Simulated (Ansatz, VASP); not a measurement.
## RhN: VASP beside Ansatz

```
Rh N
1.0
     2.58184    0.00000    0.00000
     0.00000    2.58184    0.00000
     0.00000    0.00000    2.58184
Rh N
1 1
Direct
  0.00000 0.00000 0.00000
  0.50000 0.50000 0.50000
```

Change from the starting cell: volume scaled by 0.92, PAW files.

Alike in both runs: task single point; functional LDA; k mesh 15 × 15 × 15; occupations fermi-dirac, width 0.1 eV; no spin polarisation.

|  | VASP | Ansatz |
| --- | --- | --- |
| version | VASP 6.6.1 | Ansatz 0.2.0 |
| potentials or method | VASP PAW LDA potentials, release 64 (Rh_pv, N) | PAW with Ansatz's default frozen-core files, scalar-relativistic |
| plane-wave cutoff (eV) | 520 | 420 |
| valence electrons in the cell | 20 | 22 |

VASP gave:

```
pressure (GPa) : 34.0
```

Problem. What did Ansatz give for the same quantities?

Solution. Pressure (GPa): 33.1.

The two sets of potentials don't hold the same shells in valence.

Caveats: so large a pressure means that the cell lies far from this level's equilibrium, or that cutoff or potentials fall short (VASP).
